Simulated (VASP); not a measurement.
A convergence study with VASP on Sn (beta): one setting is varied, all else stays as given below, so the limit is that of these other settings.

```xyz
2
Lattice="-2.9150 2.9150 1.5900 2.9150 -2.9150 1.5900 2.9150 2.9150 -1.5900" Properties=species:S:1:pos:R:3 pbc="T T T"
Sn     2.9150     0.0000     0.7950
Sn     0.0000     0.0000     0.0000
```

The numbers are results of PBE GGA, VASP's PBE PAW potentials (set 64) (plane waves; VASP 6.6.1), not measurements. The tightest run used: 550 eV cut-off, 23×23×23 Γ-centred mesh, first-order Methfessel-Paxton smearing of 0.10 eV, potentials Sn_d.

```tsv
setting	E (eV/atom)	pressure (GPa)	irreducible k-points
1×1×1 mesh	-4.3147	7.12	1
2×2×2 mesh	-4.0803	4.93	4
3×3×3 mesh	-3.6218	1.84	6
4×4×4 mesh	-3.7510	2.44	13
5×5×5 mesh	-3.7905	3.03	18
6×6×6 mesh	-3.7875	2.54	30
7×7×7 mesh	-3.8080	2.47	40
```

Question: These are the cheaper rows. Estimate the results at 23×23×23 mesh, and how far the last row shown lies from them.

Answer: 
```csv
quantity,tightest run,last row shown is off by
E (eV/atom),-3.7947,-0.0133
pressure (GPa),2.63,-0.16
```

Left out are rungs that failed or repeat a setting and relaxations that didn't move; long series are thinned to 24 rows.

The compound is Sn in the beta structure. The cell was not relaxed at this level.
